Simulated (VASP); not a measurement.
The input files of a VASP run:

POSCAR:
```
Re
1
    1.3861266704    -2.4008417029    -0.0000000000
    1.3861266704     2.4008417029     0.0000000000
    0.0000000000     0.0000000000     4.4856314381
Re
2
Direct
  0.3333330000   0.6666670000   0.2500000000
  0.6666670000   0.3333330000   0.7500000000
```

INCAR:
```
SYSTEM = Re
PREC = Accurate; ENCUT = 500; LREAL = .FALSE.
LASPH = .TRUE.
EDIFF = 1E-6; NELM = 100; ALGO = Normal
LMAXMIX = 6
ISMEAR = 1; SIGMA = 0.1
GGA = PE
IBRION = 2; NSW = 40; ISIF = 3
EDIFFG = -0.02
LWAVE = .FALSE.; LCHARG = .FALSE.
```

KPOINTS:
```
Automatic mesh
0
Gamma
15 15 8
0 0 0
```

POTCAR, in this order: Re (PBE.64 set). Program: vasp_std.

Problem. Translate this PBE calculation to Quantum ESPRESSO's pw.x.

Solution. One equivalent input (not run):
```
&CONTROL
  calculation = 'vc-relax'
  pseudo_dir = './pseudo'
  outdir = './out'
  tprnfor = .true.
  tstress = .true.
  nstep = 40
  forc_conv_thr = 0.00078
/
&SYSTEM
  ibrav = 0
  nat = 2
  ntyp = 1
  ecutwfc = 72
  occupations = 'smearing'
  smearing = 'methfessel-paxton'
  degauss = 0.00735
  input_dft = 'pbe'
/
&ELECTRONS
  conv_thr = 7.3e-08
  electron_maxstep = 100
/
&IONS
/
&CELL
/
ATOMIC_SPECIES
  Re 186.207 Re.upf
CELL_PARAMETERS angstrom
     1.3861267   -2.4008417   -0.0000000
     1.3861267    2.4008417    0.0000000
     0.0000000    0.0000000    4.4856314
ATOMIC_POSITIONS crystal
  Re   0.3333330  0.6666670  0.2500000
  Re   0.6666670  0.3333330  0.7500000
K_POINTS automatic
  15 15 8 0 0 0
```
Limits of the translation: the potentials are each code's own (VASP's PAW set, PseudoDojo norm-conserving files in pw.x), so ENCUT and ecutwfc are chosen apart and not converted; conv_thr bounds pw.x's estimated SCF error, while EDIFF bounds the energy change between steps; forc_conv_thr acts on force components and is met together with etot_conv_thr.

The compound is Re in the hcp structure. This run relaxes it. Symmetry was kept, so distortions that lower it aren't found.
